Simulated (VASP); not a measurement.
Input:

```
CuCl
1.0
    0.00000     2.74268     2.74268
    2.74268     0.00000     2.74268
    2.74268     2.74268     0.00000
Cu Cl
1 1
Direct
  0.00000   0.00000   0.00000
  0.25000   0.25000   0.25000
```

These are RPBE GGA, VASP's PBE PAW potentials (set 64) (plane waves; VASP) values and carry that method's errors. Numerical set-up: 520 eV cut-off, 8×8×8 Γ-centred mesh, Gaussian smearing of 0.050 eV, potentials Cu Cl.

### Question
What does the run give for the energy per atom (σ→0), pressure, band gap (on the k-mesh) with the smallest direct gap where there is one?

### Answer

```json
{
 "band gap (on the k-mesh)": "0.61 eV",
 "smallest direct gap (on the k-mesh)": "0.61 eV",
 "energy per atom (σ→0)": "-272.8 kJ/mol of atoms",
 "pressure": "1.33 GPa"
}
```

Only differences to runs with the same potentials and settings are physical.

The compound is CuCl in the zinc blende structure. This cell is one point of a volume scan, at 0.97 of the reference volume.
